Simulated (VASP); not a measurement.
## InGaP₂ (space group R3m): computed properties

Method: PBEsol GGA, VASP's PBE PAW potentials (set 64) (plane waves; VASP).

- space group: R3m (160)
- cell: a = 3.9992 Å, b = 3.9992 Å, c = 19.6465 Å, α = 90.00°, β = 90.00°, γ = 120.00°
- volume per atom: 22.68 Å^3/atom
- band gap (over mesh and band path): 0.67 eV
- smallest direct gap (over mesh and band path): 0.67 eV
- band-edge character: direct, Γ to Γ
- density: 4.51 g/cm³

```
CELL_PARAMETERS angstrom
      1.99961     1.15447     6.54884
     -1.99961     1.15447     6.54884
      0.00000    -2.30895     6.54884
ATOMIC_POSITIONS crystal
  In 0.50060 0.50060 0.50060
  Ga 0.00002 0.00002 0.00002
  P  0.11944 0.11944 0.11944
  P  0.62992 0.62992 0.62992
```

Unless said otherwise, spin-orbit coupling is left out, though it shifts the bands of the heavy elements here.

The structure comes from a computed database's InGaP2 entry (R3m); how it stands against other phases isn't given here. It was relaxed first. Symmetry was kept, so distortions that lower it aren't found.
